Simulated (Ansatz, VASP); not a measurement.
**SiSbTe3: VASP beside Ansatz**

Contents of INCAR:

```
SYSTEM = SiSbTe3
ALGO = Normal ; EDIFF = 1E-6
EDIFFG = -0.04 ; ENCUT = 600
GGA = PE ; IBRION = 2
ISIF = 3 ; ISMEAR = 0
LASPH = .TRUE. ; LCHARG = .FALSE.
LREAL = .FALSE. ; LWAVE = .FALSE.
NELM = 60 ; NSW = 90
PREC = Accurate ; SIGMA = 0.1
```

The input KPOINTS:

```
k-points
0
G
  4 4 4
  0 0 0
```

POSCAR

```
SiSbTe3
1.0
    5.2010171100      0.0000000000      0.0000000000
    0.0000000000      5.2010171100      0.0000000000
    0.0000000000      0.0000000000      5.2010171100
Si Sb Te
1 1 3
Direct
    0.5000000000      0.5000000000      0.5000000000
    0.0000000000      0.0000000000      0.0000000000
    0.5000000000      0.0000000000      0.0000000000
    0.0000000000      0.5000000000      0.0000000000
    0.0000000000      0.0000000000      0.5000000000
```

Input for Ansatz:

```yaml
crystal:
  lattice:
    - [5.20101711, 0.0, 0.0]
    - [0.0, 5.20101711, 0.0]
    - [0.0, 0.0, 5.20101711]
  atoms:
    - { symbol: Si, position: [0.5, 0.5, 0.5] }
    - { symbol: Sb, position: [0.0, 0.0, 0.0] }
    - { symbol: Te, position: [0.5, 0.0, 0.0] }
    - { symbol: Te, position: [0.0, 0.5, 0.0] }
    - { symbol: Te, position: [0.0, 0.0, 0.5] }
basis:
  ecutwfc: 420
kpoints:
  mp_grid: { grid: [4, 4, 4] }
hamiltonian:
  xc: pbe
scf:
  occupations: { method: gaussian, width: 0.1 }
  lower_state_search: "off"
output:
  forces: true
  stress: true
  eigenvalues: true
relax:
  adjacent_minimum: "off"
  f_tol: 0.04
  max_steps: 70
  cell: { stress_tol: 0.4 }
```

Change from the starting cell: species swapped into the Ce3SnN type (Pm-3m, No. 221).

Alike in both runs: task relaxation of cell and atoms; functional PBE; k mesh 4 × 4 × 4; occupations gaussian, width 0.1 eV; no spin polarisation.

```csv
,VASP,Ansatz
version,VASP 6.6.1,Ansatz 0.2.0
potentials or method,"VASP PAW PBE potentials, release 64 (Si, Sb, Te)","scalar-relativistic, plane waves, PAW"
plane-wave cutoff (eV),600,420
valence electrons in the cell,27,67
```

```csv
,VASP,Ansatz,Ansatz less VASP
"gap on the k mesh at the Fermi level, each at its own relaxed structure (eV)",none,none,-
relaxed volume (Å³/atom),37.48,37.54,+0.059
relaxed cell length with the largest relative difference (Å),5.723,5.726,+0.0030
energy change over the relaxation (meV/atom),-391,-386,+4.2
```

A gap of «none» marks a metal or a gap that the smearing closes. The two sets of potentials don't hold the same shells in valence.

Caveats: the volume moved by over 15 % at a fixed basis, so the end points are rough (VASP). Spin-orbit coupling is left out, which matters for the levels of Sb, Te.
